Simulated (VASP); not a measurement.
Given:

```
CELL_PARAMETERS angstrom
     -2.01373     2.01373     2.01373
      2.01373    -2.01373     2.01373
      2.01373     2.01373    -2.01373
ATOMIC_POSITIONS crystal
  Na 0.00000 0.00000 0.00000
```

Method: LDA (Ceperley-Alder, Perdew-Zunger), VASP's LDA PAW potentials (set 64) (plane waves; VASP 6.6.1). Run with 400 eV cut-off, 12×12×12 Γ-centred mesh, first-order Methfessel-Paxton smearing of 0.10 eV, potentials Na_pv.

### Question
What does the run give for the energy per atom (σ→0), band gap (on the k-mesh) with the smallest direct gap where there is one?

### Answer

```
Item                                                        Result
------------------------  ----------------------------------------
band gap (on the k-mesh)  none (metal, semimetal or under 0.01 eV)
energy per atom (σ→0)                               -1.450 eV/atom
```

The compound is Na in the bcc structure. It was relaxed first, which changed the volume by -15 %. The start is the result of an earlier pass.
